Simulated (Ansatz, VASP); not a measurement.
**MgH2: VASP beside Ansatz**

Aim: how closely do two programs agree when they are given the same cell, functional and k mesh? The cell is taken from a series of runs on this material, whose earlier steps may have relaxed, scaled, displaced or heated it; both programs get it as it stands.

Program: Ansatz 0.2.0. Level of theory: plane waves, with VASP 6.6.1 beside it; relaxation of cell and atoms at PBE. Results are calculated unless marked as measured.

**1. Set-up**

Symmetry: P4_2/mnm, No. 136, tetragonal system. The conventional cell has a = 4.517 Å, b = 4.517 Å, c = 3.021 Å, α = 90.00°, β = 90.00°, γ = 90.00°. Mg has 6 H at 1.95 Å nearest. H has 3 Mg at 1.95 Å nearest. Farther neighbours are not listed.

**2. Ansatz: relaxation of cell and atoms, PBE**

Ansatz runs on its default PAW (the set named soft_2) files.

The relaxed volume is the usual yardstick between codes: in a stiff, nearly cubic crystal its relative difference is about their pressure difference at one cell divided by the bulk modulus.

input.yaml

```yaml
crystal:
  lattice:
    - [4.5168, 0.0, 0.0]
    - [0.0, 4.5168, 0.0]
    - [0.0, 0.0, 3.0205]
  atoms:
    - { symbol: Mg, position: [0.0, 0.0, 0.0] }
    - { symbol: Mg, position: [0.5, 0.5, 0.5] }
    - { symbol: H, position: [0.306, 0.306, 0.0] }
    - { symbol: H, position: [0.194, 0.806, 0.5] }
    - { symbol: H, position: [0.694, 0.694, 0.0] }
    - { symbol: H, position: [0.806, 0.194, 0.5] }
kpoints:
  mp_grid: { grid: [6, 6, 8] }
hamiltonian:
  xc: pbe
scf:
  occupations: { method: fermi_dirac, width: 0.02 }
relax:
  f_tol: 0.01
  max_steps: 60
  cell: {}
```

The run is started by

```console
$ ansatz run input.yaml --threads 3 --pin off --max-ram 92160MiB --backend cuda --devices 1 --max-vram 13GiB --events-out ev --progress --plain --runs-dir out
```

Numbers of over 12 decimals in the logs are rounded to 6 here.

The program printed:

```text
GPUs: using 1 of 1 available (devices: 1).
Engine: ansatz 0.2.0, x86_64-unknown-linux-gnu
Pseudopotentials: kind: paw
Pseudopotential: Mg, paw, valence charge 10, recommended cutoff 420 eV (normal), Mg.paw.azcp
Pseudopotential: H, paw, valence charge 1, recommended cutoff 420 eV (normal), H.paw.azcp
Functional definition: PBE
  parameter kappa = 0.804
  parameter beta = 0.066725
  exchange = pbe_x(kappa = kappa, mu = beta*pi^2/3)
  correlation = pbe_c(beta = beta)
device memory: the entry about to start is reckoned to put 1.2 GiB on a device that reports 41.9 GiB free (of which the cap on the GPU budget leaves the run 13.0 GiB)
GPU FFT provider: cuFFT
GPU libraries: cuBLAS 13.8.2, cuFFT 12.4.0, cuSOLVER 12.3.4
Crystal: 6 atoms, lattice volume = 61.623 Å³
Basis set: ecut = 420 eV, 1195 PW (Γ), exchange–correlation on 64×64×48 points (8 copies of the dense FFT grid, shifted against one another)
Bands: 18, of which v1, the nominal top of the filled ones, is band 12 counted from 1 (11 counted from 0)
Symmetry: 16 space group operations
Space group: P42/mnm (ITA 136), of the structure as read, at distance tolerance 3.9e-5 Å
k-points: 50 of 288
Non-local potential: Mg, projectors of the file, l = 0: 3, l = 1: 2, l = 2: 1
Non-local potential: H, projectors of the file, l = 0: 2, l = 1: 1
PAW form: soft (Blöchl's): semilocal exchange-correlation on the pseudo side does not see the compensation charge
PAW one-centre angular grid: Mg, 110 points (default); XC on 64 Gauss nodes
PAW one-centre angular grid: H, 110 points (default); XC on 64 Gauss nodes
Initial density: superposition of atomic densities (neutral atoms: chi_scale 0, normalization atom), corrected by the library's trained network
Initial wavefunctions: pseudopotential atomic-orbital guess
GPU buffer pool allocated for 24576 grid points (all kernels)
GPU transforms: local potential and band sums: pruned to the plane-wave sphere, on 32×32×24
Functional: x = pbe(κ = 0.804, μ = 0.219515), c = pbe(β = 0.066725)
SCF iter   1: F=—  HF=-3912.184057 eV  |F-HF|=—  |Δ(HF+E_count)|=         —  Δρ=4.32e-4  dr2=5.74e-5  ethr=1.77e-3  ⟨swp⟩=5.8  Hψ=4562  notcnv=0
preconditioner: auto → none  [insulator: Δε(μ)=3.797 eV  Ē_g=10.043 eV  σ=0.020 eV  W_gap=1.00  n_scr=10 (ndim 8)  ℏωp=13.4 eV  f_vac=0.000  D(μ)=0.00/eV (n_scr^D=0)  ε∞_Penn≈2.8]
SCF iter   2: F=—  HF=-3912.184497 eV  |F-HF|=—  |Δ(HF+E_count)|=   4.40e-4  Δρ=1.94e-4  dr2=8.06e-6  ethr=2.39e-7  ⟨swp⟩=2.8  Hψ=2076  notcnv=0  defer=23
SCF iter   3: F=—  HF=-3912.184553 eV  |F-HF|=—  |Δ(HF+E_count)|=   5.58e-5  Δρ=5.18e-5  dr2=4.91e-7  ethr=3.36e-8  ⟨swp⟩=2.0  Hψ=1300  notcnv=0  defer=23
iter 4 did not close the SCF: its close was put off for the readings that it lacked (scf_convergence_deferred on its scf_iter line)
SCF iter   4: F=-3912.184559 eV  HF=-3912.184559 eV  |F-HF|=3.05e-7  |Δ(HF+E_count)|=   5.90e-6  Δρ=1.53e-5  dr2=5.92e-8  ethr=2.05e-9  ⟨swp⟩=2.0  Hψ=1000  notcnv=0  defer=24
iter 5 did not close the SCF: its close was put off for the readings that it lacked (scf_convergence_deferred on its scf_iter line)
SCF iter   5: F=-3912.184559 eV  HF=-3912.184559 eV  |F-HF|=5.63e-10  |Δ(HF+E_count)|=   3.30e-7  Δρ=9.26e-7  dr2=4.35e-10  ethr=2.47e-10  ⟨swp⟩=2.0  Hψ=1400  notcnv=0  defer=24
SCF iter   6: F=-3912.184559 eV  HF=-3912.184559 eV  |F-HF|=5.05e-11  |Δ(HF+E_count)|=  5.91e-10  Δρ=1.72e-7  dr2=8.91e-12  ethr=1.81e-12  ⟨swp⟩=1.0  Hψ=2100  notcnv=0
SCF 1 converged in 6 iterations: F = -3912.184559 eV  dr2 = 8.91e-12
  greatest PAW one-centre occupation: 1.000 electrons in one spin orbital (limit 2), on the Mg atom at site 0 (counted from 0), in its partial waves of l = 0
relax step   1: F+E_penalty+E_count = -3912.18455908 eV  Δ(F+E_penalty+E_count) = +0.000e0 eV  max|allowed force component| = 4.129e-2 eV/Å  Δτ_max = 0.0000 Å  P = -0.113 GPa  Ω = 61.623 Å³  (6 SCF iters, dr2 threshold 1.00e-7 eV, accepted)
[...]
relax step   2: F+E_penalty+E_count = -3912.18488836 eV  Δ(F+E_penalty+E_count) = -3.293e-4 eV  max|allowed force component| = 2.822e-2 eV/Å  Δτ_max = 0.0176 Å  P = +0.046 GPa  Ω = 61.494 Å³  energy of the carried Pulay correction = +9.841e-5 eV  (5 SCF iters, dr2 threshold 1.09e-7 eV, accepted)
[...]
relax step   3: F+E_penalty+E_count = -3912.18590788 eV  Δ(F+E_penalty+E_count) = -1.020e-3 eV  max|allowed force component| = 2.674e-3 eV/Å  Δτ_max = 0.0079 Å  P = -0.010 GPa  Ω = 61.510 Å³  energy of the carried Pulay correction = +8.613e-5 eV  (4 SCF iters, dr2 threshold 3.87e-7 eV, accepted)
[...]
relax step   4: F+E_penalty+E_count = -3912.18595036 eV  Δ(F+E_penalty+E_count) = -4.248e-5 eV  max|allowed force component| = 8.423e-4 eV/Å  Δτ_max = 0.0004 Å  P = +0.005 GPa  Ω = 61.479 Å³  energy of the carried Pulay correction = +1.101e-4 eV  (3 SCF iters, dr2 threshold 8.49e-9 eV, accepted)
[...]
relax step   5: F+E_penalty+E_count = -3912.18585000 eV  Δ(F+E_penalty+E_count) = +1.004e-4 eV  max|allowed force component| = 8.313e-4 eV/Å  Δτ_max = 0.0000 Å  P = +0.004 GPa  Ω = 61.479 Å³  stress off target by 2.46e-2 GPa  SCF on the basis re-selected at this cell (its energy is not comparable with the rows above)  (4 SCF iters)
basis re-selected at this cell: Δ(F+E_penalty+E_count) = +1.004e-4 eV, ΔP = -0.001 GPa vs the last step (what re-selecting the basis moved, of the pressure what is left beyond the Pulay correction that the steps carried, after the strain that the cell walked since its last selection, with what the two solves' SCF thresholds leave and, on support functions, any second-order correction that the steps lacked; it is no m [...]
SCF converged after 4 iterations
Free energy (F): -3912.185850 eV
Harris-Foulkes:  -3912.185850 eV  (|F-HF|=2.27e-12)
Internal energy: -3912.185850 eV  (E = F + TS)
E sigma→0 (E₀):  -3912.185850 eV
Fermi energy:    3.714130 eV
--- Per-component energies (eV) ---
  E_band       = -752.605736
  E_kinetic    = 207.867926
  E_local      = -3452.893121  (includes V_loc(G=0)·N_el)
  E_nonlocal   = 195.977921
  E_hartree    = 1238.650365
  E_xc         = -95.043211
  E_vxc        = -122.662576  (∫ρ·V_xc dr)
  E_paw        = -586.655057  (= ΣΔE_a)
  E_vpaw       = -58.191384  (= ΣTr[D̂ρ^β])
  E_aug_tail   = -0.005281  (compensation charges beyond the density's cutoff)
  E_ewald      = -1420.085393
  E_smearing   = -0.000000  (= −TS)
  E_closure    = -0.000000  (closes the sum)
  Σ components = -3912.185850   (vs F -3912.185850, Δ=0.00e0)
--- Forces (eV/Å), atoms counted from 1 ---
  atom   1  Mg    -0.00000000     0.00000000     0.00000000
  atom   2  Mg    -0.00000000     0.00000000     0.00000000
  atom   3  H     -0.00083130    -0.00083130     0.00000000
  atom   4  H      0.00083130    -0.00083130     0.00000000
  atom   5  H      0.00083130     0.00083130     0.00000000
  atom   6  H     -0.00083130     0.00083130     0.00000000
  max |Σ_I F_I| component: 3.25e-19 eV/Å
--- Stress (GPa, compression-positive) ---
       -0.006174       0.000000       0.000000
        0.000000      -0.006174       0.000000
        0.000000       0.000000       0.024550
  P = ⅓ Tr σ = 0.0041 GPa (0.041 kbar)
--- Band table (eV; the first three rows and the last of 50) ---
  k-point 0: bands = [... 8 lower, -4.6130, 0.3567, 0.3567, 1.3596, 6.5395, 6.8166, 10.9422, 10.9422, ... 2 higher]
  k-point 1: bands = [... 8 lower, -4.3780, 0.5114, 0.5114, 1.3632, 6.7972, 6.9106, 10.6697, 11.0764, ... 2 higher]
  k-point 2: bands = [... 8 lower, -3.6862, 0.9336, 0.9336, 1.1392, 6.9296, 7.5704, 9.3706, 10.8022, ... 2 higher]
  k-point 49: bands = [... 8 lower, -0.0647, -0.0647, 0.8707, 0.8707, 5.6666, 5.6666, 5.9998, 5.9998, ... 2 higher]
--- Relaxed structure (4 steps of the walk, 4 accepted, 1 SCFs on fresh bases) ---
  F+E_penalty+E_count = -3912.18585000 eV   max|allowed force component| = 8.313e-4 eV/Å   (the final SCF, on the basis selected at the relaxed cell)
  cell:  # Å, volume = 61.4787 Å³
    - [4.517672, 0, 0.0]
    - [0, 4.517672, 0.0]
    - [0.0, 0.0, 3.012280]
  atoms:
    - { symbol: Mg, position: [4.800753509057317e-19, 0, 0.0] }
    - { symbol: Mg, position: [0.5, 0.5, 0.5] }
    - { symbol: H, position: [0.304434, 0.304434, 0.0] }
    - { symbol: H, position: [0.195566, 0.804434, 0.5] }
    - { symbol: H, position: [0.695566, 0.695566, 0.0] }
    - { symbol: H, position: [0.804434, 0.195566, 0.5] }
```

**3. VASP: relaxation of cell and atoms, PBE**

The same cell, functional, mesh and smearing now go to VASP, with its own data sets.

Lines of VASP's logs that name or quote its potential files are left out, and so is its time.

INCAR

```
SYSTEM = MgH2
PREC = Accurate
ENCUT = 600
EDIFF = 1E-07
NELM = 120
ISMEAR = -1
SIGMA = 0.02
LREAL = .FALSE.
ALGO = Normal
GGA = PE
NBANDS = 10
LORBIT = 11
LWAVE = .FALSE.
LCHARG = .FALSE.
ISIF = 3
IBRION = 2
NSW = 80
EDIFFG = -0.005
LASPH = .TRUE.
GGA_COMPAT = .FALSE.
NELMIN = 4
EFERMI = MIDGAP
KPAR = 2
```

POSCAR

```
MgH2
1.0
    4.5168000000      0.0000000000      0.0000000000
    0.0000000000      4.5168000000      0.0000000000
    0.0000000000      0.0000000000      3.0205000000
Mg H
2 4
Direct
    0.0000000000      0.0000000000      0.0000000000
    0.5000000000      0.5000000000      0.5000000000
    0.3060000443      0.3060000443      0.0000000000
    0.1939999557      0.8060000443      0.5000000000
    0.6939999557      0.6939999557      0.0000000000
    0.8060000443      0.1939999557      0.5000000000
```

KPOINTS

```
Automatic mesh
0
Gamma
6 6 8
0 0 0
```

Potentials, in the order of the species: Mg and H (PBE family, release 64).

The run is started by

```console
$ mpirun -np 2 vasp_std
```

The program printed:

```text
[banner, memory and clock lines left out]
running    2 mpi-ranks, on    1 nodes
 distrk:  each k-point on    1 cores,    2 groups
 distr:  one band on    1 cores,    1 groups

 POSCAR found type information on POSCAR MgH
 POSCAR found :  2 types and       6 ions
 LDA part: xc-table for (Slater+PW92), standard interpolation
 POSCAR, INCAR and KPOINTS ok, starting setup
 FFT: planning ... GRIDC
 FFT: planning ... GRID_SOFT
 FFT: planning ... GRID
 WAVECAR not read
 entering main loop
       N       E                     dE             d eps       ncg     rms          rms(c)
DAV:   1     0.107909450495E+01    0.10791E+01   -0.34179E+03  1000   0.686E+02
DAV:   2    -0.179134325608E+02   -0.18993E+02   -0.18209E+02  1268   0.827E+01
DAV:   3    -0.189014386382E+02   -0.98801E+00   -0.98683E+00  1250   0.200E+01
DAV:   4    -0.189058381003E+02   -0.43995E-02   -0.43991E-02  1194   0.140E+00
DAV:   5    -0.189058706147E+02   -0.32514E-04   -0.32514E-04  1168   0.117E-01    0.653E+00
DAV:   6    -0.179710902318E+02    0.93478E+00   -0.66283E-01  1090   0.412E+00    0.336E+00
DAV:   7    -0.176441496683E+02    0.32694E+00   -0.92862E-01  1072   0.529E+00    0.503E-01
DAV:   8    -0.176536857202E+02   -0.95361E-02   -0.23292E-02  1058   0.978E-01    0.119E-01
DAV:   9    -0.176533411209E+02    0.34460E-03   -0.10280E-03  1180   0.187E-01    0.208E-02
DAV:  10    -0.176533664312E+02   -0.25310E-04   -0.63885E-05  1094   0.544E-02    0.154E-02
DAV:  11    -0.176533628474E+02    0.35838E-05   -0.12367E-05  1152   0.155E-02    0.194E-03
DAV:  12    -0.176533628705E+02   -0.23157E-07   -0.34687E-07  1074   0.418E-03
   1 F= -.17653363E+02 E0= -.17653363E+02  d E =-.176534E+02
[...]
2 F= -.17654242E+02 E0= -.17654242E+02  d E =-.879358E-03
[...]
3 F= -.17654929E+02 E0= -.17654929E+02  d E =-.156640E-02
[...]
4 F= -.17654935E+02 E0= -.17654935E+02  d E =-.157211E-02
 curvature:  -1.48 expect dE=-0.129E-03 dE for cont linesearch -0.175E-08
 trial: gam= 0.08396 g(F)=  0.308E-04 g(S)=  0.565E-04 ort =-0.112E-05 (trialstep = 0.139E+01)
 search vector abs. value=  0.946E-04
 bond charge predicted
       N       E                     dE             d eps       ncg     rms          rms(c)
DAV:   1    -0.176550242665E+02   -0.89289E-04   -0.21906E-03  1036   0.358E-01    0.152E-02
DAV:   2    -0.176550219070E+02    0.23594E-05   -0.15027E-05  1058   0.299E-02    0.884E-03
DAV:   3    -0.176550200492E+02    0.18578E-05   -0.30085E-06  1160   0.811E-03    0.538E-04
DAV:   4    -0.176550200594E+02   -0.10220E-07   -0.53899E-08   626   0.164E-03
   5 F= -.17655020E+02 E0= -.17655020E+02  d E =-.850780E-04
 trial-energy change:   -0.000085  1 .order   -0.000086   -0.000122   -0.000050
 step:   2.4751(harm=  2.3668)  dis= 0.00148  next Energy=   -17.655039 (dE=-0.104E-03)
 reached required accuracy - stopping structural energy minimisation
```

From OUTCAR (step 3):

```text
ion  position               nearest neighbor table
   1  0.000  0.000  0.000-   4 1.95   6 1.95   4 1.95   6 1.95   5 1.95   3 1.95   2 3.53   2 3.53
                             2 3.53   2 3.53   2 3.53   2 3.53   2 3.53   2 3.53
   2  0.500  0.500  0.500-   3 1.95   5 1.95   3 1.95   5 1.95   4 1.95   6 1.95   1 3.53   1 3.53
                             1 3.53   1 3.53   1 3.53   1 3.53   1 3.53   1 3.53
   3  0.306  0.306  0.000-   2 1.95   2 1.95   1 1.95
   4  0.194  0.806  0.500-   1 1.95   1 1.95   2 1.95
   5  0.694  0.694  0.000-   2 1.95   2 1.95   1 1.95
   6  0.806  0.194  0.500-   1 1.95   1 1.95   2 1.95

  LATTYP: Found a simple tetragonal cell.
 ALAT       =     4.5168000000
 C/A-ratio  =     0.6687256465

 Subroutine GETGRP returns: Found 16 space group operations
 (whereof  8 operations were pure point group operations)

The static configuration has the point symmetry D_2h.
 The point group associated with its full space group is D_4h.

 Found     50 irreducible k-points:

   k-points           NKPTS =     50   k-points in BZ     NKDIM =     50   number of bands    NBANDS=     10

   dimension x,y,z NGX =    36 NGY =   36 NGZ =   24
   dimension x,y,z NGXF=    72 NGYF=   72 NGZF=   48

   ENCUT  =  600.0 eV  44.10 Ry    6.64 a.u.   9.02  9.02  6.03*2*pi/ulx,y,z

   NELECT =       8.0000    total number of electrons

 k-points in reciprocal lattice and weights: Automatic mesh
   0.00000000  0.00000000  0.00000000       0.003
   0.16666667  0.00000000  0.00000000       0.014
   0.33333333  0.00000000  0.00000000       0.014
   0.50000000  0.00000000  0.00000000       0.007
   0.16666667  0.16666667  0.00000000       0.014
   0.33333333  0.16666667  0.00000000       0.028
   0.50000000  0.16666667  0.00000000       0.014
   0.33333333  0.33333333  0.00000000       0.014
   0.50000000  0.33333333  0.00000000       0.014
[...]
0.50000000  0.33333333  0.50000000       0.014
   0.50000000  0.50000000  0.50000000       0.003

 average (electrostatic) potential at core
       1 -40.0536       2 -40.0536       3 -34.4124       4 -34.4124       5 -34.4124
       6 -34.4124

 E-fermi :   1.3110

 k-point     1 :       0.0000    0.0000    0.0000
  band No.  band energies     occupation
      1      -7.0328      2.00000
      2      -2.0453      2.00000
      3      -2.0453      2.00000
      4      -1.0333      2.00000
      5       4.1465      0.00000
      6       4.4437      0.00000
      7       8.5747      0.00000
      8       8.5747      0.00000
      9      10.4036      0.00000
    ...

 k-point     2 :       0.1667    0.0000    0.0000
  band No.  band energies     occupation
      1      -6.8488      2.00000
      2      -2.9304      2.00000
      3      -1.9223      2.00000
      4      -0.6875      2.00000
      5       4.1921      0.00000
      6       5.0062      0.00000
      7       7.3536      0.00000
      8       9.0439      0.00000
      9      10.9014      0.00000
    ...

 k-point     3 :       0.3333    0.0000    0.0000
  band No.  band energies     occupation
      1      -6.3032      2.00000
      2      -4.2480      2.00000
      3      -1.5774      2.00000
      4      -0.6982      2.00000
      5       4.1878      0.00000
      6       5.8564      0.00000
      7       6.9476      0.00000
      8      10.0205      0.00000
      9      11.4131      0.00000
    ...

  Total        0.0231771      0.0231771      0.0163722     -0.0000000      0.0000000      0.0000000
  in kB        0.6070401      0.6070401      0.4288107     -0.0000000      0.0000000      0.0000000
  external PRESSURE =       0.5476303 kB  Pullay stress =       0.0000000 kB

  energy-cutoff  :      600.00
  volume of cell :       61.17
      direct lattice vectors                 reciprocal lattice vectors
     4.508909037  0.000000000  0.000000000     0.221783139  0.000000000  0.000000000
    -0.000000000  4.508909037  0.000000000     0.000000000  0.221783139  0.000000000
     0.000000000  0.000000000  3.008908586     0.000000000  0.000000000  0.332346421

 POSITION                                       TOTAL-FORCE (eV/Angst)
 -----------------------------------------------------------------------------------
      0.00000      0.00000      0.00000        -0.000000     -0.000000      0.000000
      2.25445      2.25445      1.50445         0.000000     -0.000000      0.000000
      1.37297      1.37297      0.00000        -0.003485     -0.003485      0.000000
      0.88148      3.62743      1.50445         0.003485     -0.003485      0.000000
      3.13594      3.13594      0.00000         0.003485      0.003485     -0.000000
      3.62743      0.88148      1.50445        -0.003485      0.003485      0.000000
 -----------------------------------------------------------------------------------
    total drift:                                0.000000      0.000000     -0.000000

  FREE ENERGIE OF THE ION-ELECTRON SYSTEM (eV)
  ---------------------------------------------------
  free  energy   TOTEN  =       -17.6550200594 eV

  energy  without entropy=      -17.6550200594  energy(sigma->0) =      -17.65502006

 reached required accuracy - stopping structural energy minimisation

 total charge
# of ion       s       p       d       tot
------------------------------------------
    1        0.151   0.149   0.039   0.339
    2        0.151   0.149   0.039   0.339
    3        0.571   0.002   0.000   0.574
    4        0.571   0.002   0.000   0.574
    5        0.571   0.002   0.000   0.574
    6        0.571   0.002   0.000   0.574
--------------------------------------------------
tot          2.586   0.307   0.079   2.973

[... 3 further parts left out ...]
```

CONTCAR:

```
MgH2
   1.00000000000000
     4.5089090365247246    0.0000000000000000    0.0000000000000000
    -0.0000000000000000    4.5089090365247246    0.0000000000000000
     0.0000000000000000    0.0000000000000000    3.0089085857120783
  Mg              H
     2     4
Direct
     0.0000000000000000    0.0000000000000000    0.0000000000000000
     0.5000000000000000    0.5000000000000000    0.5000000000000000
     0.3045024310205007    0.3045024310205007    0.0000000000000000
     0.1954975689794993    0.8045024310205007    0.5000000000000000
     0.6954975689794993    0.6954975689794993    0.0000000000000000
     0.8045024310205007    0.1954975689794993    0.5000000000000000
```

The run keeps the 16 symmetry operations of its start, so it cannot find a distortion of lower symmetry.

**4. Side by side**

Known differences besides the potentials themselves: the data sets hold 24 valence electrons in Ansatz (on its default PAW (the set named soft_2) files) and 8 in VASP; the cutoff is 420 eV in Ansatz and 600 eV in VASP; Ansatz adds a Pulay correction to the stress that steers its cell, VASP none. Total energies have different zeros and are not compared.

The two programs side by side:

| quantity | Ansatz | VASP | difference |
| --- | --- | --- | --- |
| volume (Å³) | 61.48 | 61.17 | +0.50 % |
| edge a after relaxation, in the typed setting (Å) | 4.518 | 4.509 | +0.20 % |
| edge c after relaxation, in the typed setting (Å) | 3.012 | 3.009 | +0.11 % |

**5. What came out**

- difference in volume (relaxation of cell and atoms, PBE): 0.50 %

The difference in volume is 0.50 % (relaxation of cell and atoms, PBE), within the 1.2 % picked in this series as the mark of a large difference, as far as the stopping tolerances let one tell. The data sets hold unlike numbers of valence electrons (24 in Ansatz and 8 in VASP), so part of the differences comes from the potentials. Such differences can come from data sets, numerical settings and the points named under the comparisons, not from the functional's error against experiment.

[Lines on the potential files, build, host, timing and source positions are cut from VASP's logs without a mark.]

[Logs are printed without paths, hosts, clocks, repeated set-up lines and the standing remarks that a program may print on its own settings, such as how far it seeks lower states.]

[Hosts, paths, dates, database ids (printed as entryN), source tags and the programs' standing remarks are cut or masked in the printed files.]
